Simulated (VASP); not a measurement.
Shape and ions are relaxed at each volume.

Energy against volume of MgH2 (rutile). These are MS2 meta-GGA, VASP's PBE PAW potentials (set 64) (plane waves; VASP) values and carry that method's errors.

```
V (Å³/atom)  E (eV/atom)
-----------  -----------
9.323           -4.39283
9.621           -4.39780
9.918           -4.39936
10.216          -4.39795
10.513          -4.39395
```

Problem. Fit a third-order Birch-Murnaghan equation of state.

Solution. 
```
Quantity                                       Result
---------------------------------------  ------------
volume per atom                          9.92 Å³/atom
bulk modulus                                 53.2 GPa
pressure derivative of the bulk modulus          3.56
```

The compound is MgH2 in the rutile structure. It was relaxed first.
